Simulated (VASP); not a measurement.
The system is TaAs.

```
CELL_PARAMETERS angstrom
-1.72181 1.72181 5.86794
1.72181 -1.72181 5.86794
1.72181 1.72181 -5.86794
ATOMIC_POSITIONS crystal
Ta 0.49997 0.99997 0.50000
Ta 0.74997 0.74997 0.00000
As 0.08263 0.58263 0.50000
As 0.33263 0.33263 0.00000
```

The cell is a database's computed one.

| Quantity | Value |
| --- | --- |
| Program | VASP 6.6.1 |
| Task | relaxation of cell and atoms |
| Functional | PBE |
| Potentials or basis | VASP PAW PBE potentials, release 64 (Ta_pv, As) |
| Cutoff | 520 eV |
| k mesh | 18 × 18 × 18 |
| Occupations | gaussian, width 0.1 eV |
| Spin | no spin polarisation |

At the start: pressure 2.6 GPa; volume 17.40 Å³/atom.

Q: Where does the relaxation end?

A: Over 3 steps the energy falls by 2.1 meV/atom and the volume is 17.65 Å³/atom (+1.4 %); space group I4_1md (No. 109, to 0.05 Å).

The path:
```csv
step,energy change (eV),largest force (eV/Å),pressure (GPa),volume (Å³)
1,0.0000,0.0251,2.57,69.59
2,0.0190,0.0157,-4.48,72.44
3,-0.0082,0.0228,-0.07,70.58
```

Final structure:
```
Ta As
1.0
    -1.73124    1.73124    5.88719
     1.73124   -1.73124    5.88719
     1.73124    1.73124   -5.88719
Ta As
2 2
Cartesian
  0.0000 1.7312 0.0001
  0.0000 0.0000 8.8308
  1.7312 0.0000 0.9725
  0.0000 0.0000 3.9161
```
